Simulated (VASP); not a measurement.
# ZrAl (space group Cmcm): computed properties

Calculation: PBEsol GGA, VASP's PBE PAW potentials (set 64) (plane waves; VASP).

space group: Cmcm (63)
cell: a = 3.335 Å, b = 10.844 Å, c = 4.256 Å, α = β = γ = 90.00°
volume per atom: 19.24 Å^3/atom
band gap (over mesh and band path): none (metal, semimetal or under 0.01 eV)
band gap with spin-orbit coupling: none (metallic)
density: 5.10 g/cm³

AlZr is taken in the orthorhombic space group Cmcm (No. 63), Pearson symbol oS8. Cell: a = 3.3350 Å, b = 10.8439 Å, c = 4.2555 Å, α = 90.00°, β = 90.00°, γ = 90.00°. Zr on 4c is coordinated by 7 Al at 2.870–3.019 Å and 6 Zr at 3.328–3.335 Å and 4 Zr at 4.080–4.256 Å. Al on 4c has 2 Al at 2.635 Å and 7 Zr at 2.870–3.019 Å. (Neighbours: up to the widest gap in distance over summed covalent radii, below 1.35, at either atom.)
(The calculation used a cell of 4 atoms; values per cell refer to that cell.)

The structure comes from a computed database's ZrAl entry (Cmcm); how it stands against other phases isn't given here. It was relaxed first. Symmetry was kept, so distortions that lower it aren't found.
